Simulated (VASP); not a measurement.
A VASP calculation is set up with these files.

**INCAR**
```
! general
SYSTEM =GeSe
PREC   =Accurate
ENCUT  =400
LREAL  =.False.
LASPH  =.True.

! electronic loop
EDIFF  =1E-6
NELM   =100
ALGO   =Normal
LMAXMIX=4

! smearing
ISMEAR =0
SIGMA  =0.05

! functional
GGA    =PE

! output
LWAVE  =.False.
LCHARG =.True.
```

File POSCAR:
```
GeSe
1
    3.9796498750     0.0000000000     0.0000000000
    0.0000000000     4.3183525674     0.0000000000
    0.0000000000     0.0000000000    19.1571097574
Ge Se
2 2
Direct
  0.7500000000   0.8909003904   0.5635973820
  0.2500000000   0.3909003904   0.4364026180
  0.2500000000   0.4836996096   0.5676475557
  0.7500000000   0.9836996096   0.4323524443
```

File KPOINTS:
```
Automatic
0
G
5 5 1
```

POTCAR, in this order: Ge_d Se (PBE.64 set). Program: vasp_std.

Task: Translate this PBE calculation to Quantum ESPRESSO's pw.x.

Result: One equivalent input (not run):
```
&CONTROL
  calculation = 'scf'
  pseudo_dir = './pseudo'
  outdir = './out'
  tprnfor = .true.
  tstress = .true.
/
&SYSTEM
  ibrav = 0
  nat = 4
  ntyp = 2
  ecutwfc = 86
  occupations = 'smearing'
  smearing = 'gaussian'
  degauss = 0.003675
  input_dft = 'pbe'
/
&ELECTRONS
  conv_thr = 7.3e-08
  electron_maxstep = 100
/
ATOMIC_SPECIES
  Ge 72.630 Ge.upf
  Se 78.971 Se.upf
CELL_PARAMETERS angstrom
     3.9796499    0.0000000    0.0000000
     0.0000000    4.3183526    0.0000000
     0.0000000    0.0000000   19.1571098
ATOMIC_POSITIONS crystal
  Ge   0.7500000  0.8909004  0.5635974
  Ge   0.2500000  0.3909004  0.4364026
  Se   0.2500000  0.4836996  0.5676476
  Se   0.7500000  0.9836996  0.4323524
K_POINTS automatic
  5 5 1 0 0 0
```
What does not carry over: the potentials are each code's own (VASP's PAW set, PseudoDojo norm-conserving files in pw.x), so ENCUT and ecutwfc are chosen apart and not converted; conv_thr bounds pw.x's estimated SCF error, while EDIFF bounds the energy change between steps.

The cell is a sheet with vacuum, built from a generated structure.
